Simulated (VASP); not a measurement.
Output of a VASP run:

OUTCAR:
```
 ion  position               nearest neighbor table
   1  0.333  0.667  0.250-
   2  0.667  0.333  0.750-
  LATTYP: Found a hexagonal cell.
 ALAT       =     2.9981197145
 C/A-ratio  =     1.5778160986
 Subroutine PRICEL returns:
 Original cell was already a primitive cell.
 Subroutine GETGRP returns: Found 24 space group operations
The static configuration has the point symmetry D_3d.
 The point group associated with its full space group is D_6h.
The dynamic configuration has the point symmetry D_3d.
 Subroutine INISYM returns: Found 24 space group operations
 Subroutine IBZKPT returns following result:
 Found    120 irreducible k-points:

 Following reciprocal coordinates:
            Coordinates               Weight
  0.000000  0.000000  0.000000      1.000000
  0.071429  0.000000  0.000000      6.000000
  0.142857  0.000000  0.000000      6.000000
  0.214286  0.000000  0.000000      6.000000
  0.285714  0.000000  0.000000      6.000000
  0.357143 -0.000000  0.000000      6.000000
  0.428571  0.000000  0.000000      6.000000
  0.500000  0.000000  0.000000      3.000000
  0.071429  0.071429  0.000000      6.000000
  0.142857  0.071429  0.000000     12.000000
  0.214286  0.071429  0.000000     12.000000
  0.285714  0.071429  0.000000     12.000000
  0.357143  0.071429  0.000000     12.000000
  0.428571  0.071429  0.000000     12.000000
  0.142857  0.142857  0.000000      6.000000
  0.214286  0.142857  0.000000     12.000000
  0.285714  0.142857  0.000000     12.000000
  0.357143  0.142857  0.000000     12.000000
  0.428571  0.142857  0.000000      6.000000
  0.214286  0.214286  0.000000      6.000000
  0.285714  0.214286  0.000000     12.000000
  0.357143  0.214286  0.000000     12.000000
  0.285714  0.285714  0.000000      6.000000
  0.357143  0.285714  0.000000      6.000000
  0.000000  0.000000  0.125000      2.000000
  0.071429  0.000000  0.125000     12.000000
  0.142857  0.000000  0.125000     12.000000
  0.214286  0.000000  0.125000     12.000000
  0.285714  0.000000  0.125000     12.000000
  0.357143 -0.000000  0.125000     12.000000
  0.428571  0.000000  0.125000     12.000000
  0.500000  0.000000  0.125000      6.000000
  0.071429  0.071429  0.125000     12.000000
  0.142857  0.071429  0.125000     24.000000
  0.214286  0.071429  0.125000     24.000000
  0.285714  0.071429  0.125000     24.000000
  0.357143  0.071429  0.125000     24.000000
  0.428571  0.071429  0.125000     24.000000
  0.142857  0.142857  0.125000     12.000000
  0.214286  0.142857  0.125000     24.000000
   k-points           NKPTS =    120   k-points in BZ     NKDIM =    120   number of bands    NBANDS=     16
   number of dos      NEDOS =    301   number of ions     NIONS =      2
   total plane-waves  NPLWV =  20736
   dimension x,y,z NGX =    24 NGY =   24 NGZ =   36
   dimension x,y,z NGXF=    48 NGYF=   48 NGZF=   72
   ions per type =               2
   PREC   = accura    normal or accurate (medium, high low for compatibility)
   ISTART =      0    job   : 0-new  1-cont  2-samecut
   ICHARG =      2    charge: 1-file 2-atom 10-const
   ISPIN  =      1    spin polarized calculation?
   LNONCOLLINEAR =      F non collinear calculations
   LSORBIT =      F    spin-orbit coupling
   INIWAV =      1    electr: 0-lowe 1-rand  2-diag
   ENCUT  =  520.0 eV  38.22 Ry    6.18 a.u.   5.57  5.57  8.80*2*pi/ulx,y,z
   NELM   =    100;   NELMIN=  2; NELMDL= -5     # of ELM steps
   EDIFF  = 0.1E-06   stopping-criterion for ELM
   LREAL  =      F    real-space projection
   NLSPLINE    = F    spline interpolate recip. space projectors
   LMAXMIX     =    4 max onsite mixed and CHGCAR
   VOSKOWN=      0    Vosko Wilk Nusair interpolation
   EDIFFG = -.1E-01   stopping-criterion for IOM
   NSW    =     30    number of steps for IOM
...
```

File OSZICAR:
```
       N       E                     dE             d eps       ncg     rms          rms(c)
DAV:   1     0.244560955218E+03    0.24456E+03   -0.13917E+04  3840   0.189E+03
DAV:   2    -0.300935746575E+01   -0.24757E+03   -0.24627E+03  3960   0.510E+02
DAV:   3    -0.331496936892E+02   -0.30140E+02   -0.29842E+02  7600   0.142E+02
DAV:   4    -0.345881789883E+02   -0.14385E+01   -0.14384E+01  4016   0.332E+01
DAV:   5    -0.346710084927E+02   -0.82830E-01   -0.82828E-01  6320   0.560E+00    0.136E+01
DAV:   6    -0.271868907422E+02    0.74841E+01   -0.22006E+01  4800   0.620E+01    0.195E+00
DAV:   7    -0.245910043482E+02    0.25959E+01   -0.29191E+00  6264   0.140E+01    0.233E+00
DAV:   8    -0.257275024998E+02   -0.11365E+01   -0.10239E+00  5472   0.618E+00    0.164E+00
DAV:   9    -0.261154580467E+02   -0.38796E+00   -0.12523E+00  4296   0.135E+01    0.213E+00
DAV:  10    -0.258533443051E+02    0.26211E+00   -0.51174E-01  4320   0.851E+00    0.361E-01
DAV:  11    -0.258590650625E+02   -0.57208E-02   -0.20835E-02  4368   0.133E+00    0.154E-01
DAV:  12    -0.258606750851E+02   -0.16100E-02   -0.36763E-03  4656   0.667E-01    0.115E-01
DAV:  13    -0.258591916204E+02    0.14835E-02   -0.30879E-03  4864   0.488E-01    0.252E-02
DAV:  14    -0.258601230865E+02   -0.93147E-03   -0.66719E-04  3952   0.288E-01    0.125E-02
DAV:  15    -0.258602028345E+02   -0.79748E-04   -0.75490E-05  4992   0.108E-01    0.884E-03
DAV:  16    -0.258601600497E+02    0.42785E-04   -0.16333E-05  4960   0.475E-02    0.532E-03
DAV:  17    -0.258601802919E+02   -0.20242E-04   -0.51211E-06  4216   0.255E-02    0.395E-03
DAV:  18    -0.258601795164E+02    0.77551E-06   -0.74246E-07  4104   0.707E-03    0.248E-03
DAV:  19    -0.258601817593E+02   -0.22429E-05   -0.23977E-07  3192   0.499E-03    0.109E-03
DAV:  20    -0.258601795369E+02    0.22225E-05   -0.13808E-07  2528   0.381E-03    0.516E-04
DAV:  21    -0.258601803629E+02   -0.82599E-06   -0.41924E-08  2176   0.216E-03    0.221E-04
DAV:  22    -0.258601803968E+02   -0.33903E-07   -0.20990E-08  2152   0.134E-03
   1 F= -.25860180E+02 E0= -.25860269E+02  d E =-.258602E+02
```

**OUTCAR**
```
------------------------ aborting loop because EDIFF is reached ----------------------------------------
  FORCE on cell =-STRESS in cart. coord.  units (eV):
  Direction    XX          YY          ZZ          XY          YZ          ZX
  --------------------------------------------------------------------------------------
  Total       -1.4505585     -1.4505586     -1.4384009      0.0000000     -0.0000000      0.0000000
  in kB      -63.1119964    -63.1119993    -62.5830333      0.0000000     -0.0000000      0.0000000
  external PRESSURE =     -62.9356763 kB  Pullay stress =       0.0000000 kB
  volume of cell :       36.82
      direct lattice vectors                 reciprocal lattice vectors
     1.499059832 -2.596447851  0.000000000     0.333542391 -0.192570785  0.000000000
     1.499059832  2.596447851  0.000000000     0.333542391  0.192570785  0.000000000
     0.000000000  0.000000000  4.730481551     0.000000000  0.000000000  0.211394969
 POSITION                                       TOTAL-FORCE (eV/Angst)
 -----------------------------------------------------------------------------------
      1.49906      0.86548      1.18262         0.000000     -0.000000      0.000000
      1.49906     -0.86548      3.54786         0.000000      0.000000      0.000000
 -----------------------------------------------------------------------------------
    total drift:                                0.000000      0.001074     -0.000020
  FREE ENERGIE OF THE ION-ELECTRON SYSTEM (eV)
  ---------------------------------------------------
  free  energy   TOTEN  =       -25.8601803968 eV

  energy  without entropy=      -25.8604474551  energy(sigma->0) =      -25.86026942

 reached required accuracy - stopping structural energy minimisation
```
(Selected blocks of OUTCAR.)

**POSCAR**
```
Ti
1
    1.4990598315    -2.5964478512     0.0000000000
    1.4990598315     2.5964478512     0.0000000000
    0.0000000000     0.0000000000     4.7304815510
Ti
2
Direct
  0.3333330000   0.6666670000   0.2500000000
  0.6666670000   0.3333330000   0.7500000000
```

Task: Write an INCAR and KPOINTS that could have produced this output.

Result: Several could match; the one computed here: the input of the run itself, r2SCAN meta-GGA, plane waves, VASP's PBE PAW potentials (set 64).

**KPOINTS**
```
Automatic mesh
0
Gamma
14 14 8
0 0 0
```

INCAR:
```
! general
SYSTEM =Ti
PREC   =Accurate
ENCUT  =520   ! plane-wave cut-off (eV)
LREAL  =.FALSE.   ! projection in real space or not
LASPH  =.TRUE.

! electronic loop
EDIFF  =1E-7   ! SCF stop (eV)
NELM   =100   ! most electronic steps
ALGO   =Normal
LMAXMIX=4   ! l cut-off of mixed one-centre charges
LMIXTAU=.TRUE.

! smearing
ISMEAR =1   ! Methfessel-Paxton
SIGMA  =0.1

! functional
METAGGA=R2SCAN

! ions
IBRION =2   ! conjugate gradients
NSW    =30
ISIF   =4
EDIFFG =-0.01   ! ionic stop

! output
LWAVE  =.FALSE.
LCHARG =.FALSE.
```

POTCAR, in this order: Ti_sv (PBE.64 set). Program: vasp_std.

The compound is Ti in the hcp structure. This cell is one point of a volume scan, at 1.06 of the reference volume.
